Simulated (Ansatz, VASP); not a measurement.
# Cross-check of TePtPbSe3 (1T-PtSe2 under 1T-PbSeTe, AA') between VASP and Ansatz, part 2 of 2

Aim: how closely do two programs agree when they are given the same cell, functional and k mesh? Of the first pair: The structure shown is the start of the Ansatz relaxation below; VASP solves that cell, so the two are compared at the walk's first step.

VASP 6.6.1 and Ansatz 0.2.0.

So far. Step 4 (Comparison): The forces differ by 10 meV/Å r.m.s., which is 0.6 % of the r.m.s. force of 1.841 eV/Å (both taken over all components). With vacuum in the cell, a pressure given here is an average over mostly empty space and none of the material.

## 5. Ansatz: relaxation, PBE with D3(BJ)

Level of this step: Ansatz beside VASP: Kohn-Sham DFT, plane waves, PBE with D3(BJ) (Ansatz).

This run makes the geometry at which the two programs are then compared.

The structure compared here is the end of the Ansatz relaxation.

File input.yaml:

```yaml
crystal:
  lattice:
    - [3.749971, 0.0, 0.0]
    - [-1.8749855, 3.2475701495, 0.0]
    - [0.0, 0.0, 26.4210508988]
  atoms:
    - { symbol: Se, position: [0.6666666667, 0.3333333333, 0.3406374725] }
    - { symbol: Pt, position: [0.0, 0.0, 0.3835524536] }
    - { symbol: Se, position: [0.3333333333, 0.6666666667, 0.4264674346] }
    - { symbol: Te, position: [0.6666666667, 0.3333333333, 0.5475829804] }
    - { symbol: Pb, position: [0.3333333333, 0.6666666667, 0.6095257977] }
    - { symbol: Se, position: [0.0, 0.0, 0.6593625275] }
  periodic: [true, true, false]
kpoints:
  mp_grid: { grid: [12, 12, 1] }
hamiltonian:
  xc: pbe
  dispersion: d3bj
scf:
  occupations: { method: fermi_dirac, width: 0.05 }
  convergence: { dr2_threshold: 1.0e-09 }
relax:
  f_tol: 0.004
  max_steps: 90
  cell: {}
output:
  write_potential: true
  write_density: true
  volumetric_format: npy
```

On the command line:

```console
$ ansatz run input.yaml --threads 4 --pin off --max-ram 6144MiB --backend cpu --events-out ev --progress --plain --runs-dir out
```

Numbers of over 12 decimals in the logs are rounded to 6 here.

Log:

```text
[...]
SCF iter   2: F=—  HF=-47819.774456 eV  |F-HF|=—  |Δ(HF+E_count)|=   1.35e-2  Δρ=8.65e-6  dr2=5.39e-6  ethr=1.07e-8  ⟨swp⟩=4.4  Hψ=3354  notcnv=0  defer=4
[...]
cell:  # Å, volume = 510.3711 Å³
    - [3.807936, 0, 0]
    - [-1.903968, 3.297769, 0]
    - [0, 0, 40.642102]
  atoms:
    - { symbol: Se, position: [0.666667, 0.333333, 0.217615] }
    - { symbol: Pt, position: [-6.008020246451581e-19, 0, 0.248595] }
    - { symbol: Se, position: [0.333333, 0.666667, 0.280270] }
    - { symbol: Te, position: [0.666667, 0.333333, 0.339322] }
    - { symbol: Pb, position: [0.333333, 0.666667, 0.400630] }
    - { symbol: Se, position: [1.1090468627033554e-17, 0, 0.442471] }
[key lines of the parts left out:]
SCF converged after 6 iterations
Free energy (F): -47819.774632 eV
Fermi energy:    -5.395029 eV
P = ½ c Tr σ = -0.0067 N/m
```

## 6. VASP: single point, PBE with D3(BJ), relaxed cell, pair 2

The same cell, functional, mesh and smearing now go to VASP, with its own data sets.

File INCAR:

```
SYSTEM = TePtPbSe3
PREC = Accurate
ENCUT = 400
EDIFF = 1E-06
NELM = 120
ISMEAR = -1
SIGMA = 0.05
LREAL = .FALSE.
ALGO = Normal
GGA = PE
IVDW = 12
NBANDS = 30
LASPH = .TRUE.
LORBIT = 11
LWAVE = .FALSE.
LCHARG = .FALSE.
ISIF = 2
LDIPOL = .TRUE.
IDIPOL = 3
DIPOL = 0.5 0.5 0.321
LVHAR = .TRUE.
GGA_COMPAT = .FALSE.
NELMDL = -8
KPAR = 2
```

File POSCAR:

```
TePtPbSe3
1.0
    3.8079361189      0.0000000000      0.0000000000
   -1.9039680595      3.2977694150      0.0000000000
    0.0000000000      0.0000000000     40.6421018018
Se Pt Te Pb
3 1 1 1
Direct
    0.6666666667      0.3333333333      0.2176152221
    0.3333333333      0.6666666667      0.2802702707
    0.0000000000      0.0000000000      0.4424709808
    0.0000000000      0.0000000000      0.2485948992
    0.6666666667      0.3333333333      0.3393215330
    0.3333333333      0.6666666667      0.4006297356
```

File KPOINTS:

```
Automatic mesh
0
Gamma
12 12 1
0 0 0
```

Potentials, in the order of the species: Se, Pt, Te and Pb_d (PBE family, release 64).

On the command line:

```console
$ mpirun -np 2 vasp_std
```

Log:

```text
[... set-up lines as in an earlier step ...]
 entering main loop
       N       E                     dE             d eps       ncg     rms          rms(c)
DAV:   1     0.371148865067E+03    0.37115E+03   -0.15411E+04  1300   0.988E+02
DAV:   2     0.201596085504E+02   -0.35099E+03   -0.33967E+03  1556   0.255E+02
DAV:   3    -0.234852077787E+02   -0.43645E+02   -0.42799E+02  1400   0.108E+02
DAV:   4    -0.253086498529E+02   -0.18234E+01   -0.18020E+01  1506   0.285E+01
[...]
DAV:  35    -0.242944224469E+02   -0.21062E-05   -0.23372E-07   862   0.307E-03    0.603E-03
DAV:  36    -0.242944236034E+02   -0.11565E-05   -0.32129E-07   898   0.308E-03    0.441E-03
DAV:  37    -0.242944243401E+02   -0.73664E-06   -0.12550E-07   830   0.169E-03
   1 F= -.26474077E+02 E0= -.26461750E+02  d E =-.246547E-01
```

OUTCAR, selected parts (step 6):

```text
 Edisp (eV)   -2.17965

  Total      -0.05807    -0.05807    -0.04345     0.00000    -0.00000     0.00000
  in kB      -0.18231    -0.18231    -0.13639     0.00000    -0.00000     0.00000
  external pressure =       -0.17 kB  Pullay stress =        0.00 kB

 POSITION                                       TOTAL-FORCE (eV/Angst)
 -----------------------------------------------------------------------------------
      1.90397      1.09926      8.84434        -0.000000      0.000000     -0.000725
     -0.00000      2.19851     11.39077         0.000000     -0.000000      0.010599
      0.00000      0.00000     17.98295         0.000000      0.000000      0.011907
      0.00000      0.00000     10.10342        -0.000000      0.000000     -0.001138
      1.90397      1.09926     13.79074        -0.000000      0.000000     -0.010091
     -0.00000      2.19851     16.28243        -0.000000     -0.000000     -0.010552
 -----------------------------------------------------------------------------------
    total drift:                                0.000000     -0.000000     -0.001286

  FREE ENERGIE OF THE ION-ELECTRON SYSTEM (eV)
  ---------------------------------------------------
  free  energy   TOTEN  =       -26.4740773222 eV

  energy  without entropy=      -26.4494226654  energy(sigma->0) =      -26.46174999

[... 1 part as in an earlier step ...]

[... 2 further parts left out ...]
[key lines of the parts left out:]
E-fermi :  -2.2161
```

## 7. Comparison

What differs besides the data sets and the points named for the pairs above, as far as they apply: the data sets hold 96 valence electrons in Ansatz (on its default PAW (the set named soft_2) files) and 48 in VASP. Total energies have different zeros and are not compared.

At this near-relaxed geometry the largest component of a force difference is 11 meV/Å. With vacuum in the cell, a pressure given here is an average over mostly empty space and none of the material.

## 8. Results

```yaml
r_m_s_force_difference_single_point_pbe_with_d3_bj_start_cell_pair_1: 0.57 % of the r.m.s. force
r_m_s_force_difference_single_point_pbe_with_d3_bj_relaxed_cell_pair_2: 5.1 meV/Å
```

In words: The r.m.s. force difference is 5.1 meV/Å (single point, PBE with D3(BJ), relaxed cell, pair 2), within the 12 meV/Å picked in this series as the mark of a large difference. The data sets hold unlike numbers of valence electrons (96 in Ansatz and 48 in VASP), so part of the differences comes from the potentials. Such differences can come from data sets, numerical settings and the points named under the comparisons, not from the functional's error against experiment.

[Lines on the potential files, build, host, timing and source positions are cut from VASP's logs without a mark.]

[Logs are printed without paths, hosts, clocks, repeated set-up lines and the standing remarks that a program may print on its own settings, such as how far it seeks lower states.]

[Hosts, paths, dates, database ids (printed as entryN), source tags and the programs' standing remarks are cut or masked in the printed files.]
